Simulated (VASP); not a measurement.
Cd₂SeS (space group P3m1): computed properties

Method: PBEsol GGA, VASP's PBE PAW potentials (set 64) (plane waves; VASP).

For Cd2SeS, the space group is P3m1 (156) and the cell is a = 4.210 Å, b = 4.210 Å, c = 6.874 Å, α = 90.00°, β = 90.00°, γ = 120.00°. The volume per atom comes out as 26.38 Å³/atom and the band gap (over mesh and band path) comes out as 0.67 eV. The smallest direct gap (over mesh and band path) is 0.67 eV and the band-edge character without spin-orbit coupling comes out as direct, Γ to Γ. The band gap with spin-orbit coupling is 0.57 eV and the density is 5.28 g/cm³.

```
Cd2SSe
1.0
    4.21020     0.00000     0.00000
   -2.10510     3.64614     0.00000
    0.00000     0.00000     6.87439
Cd Se S
2 1 1
Direct
  0.00000   0.00000   0.48902
  0.33333   0.66667   0.01076
  0.33333   0.66667   0.62677
  0.00000   0.00000   0.12145
```

The structure comes from a computed database's Cd2SeS entry (P3m1); how it stands against other phases isn't given here. It was relaxed first, which changed the volume by -6 %. Symmetry was kept, so distortions that lower it aren't found.
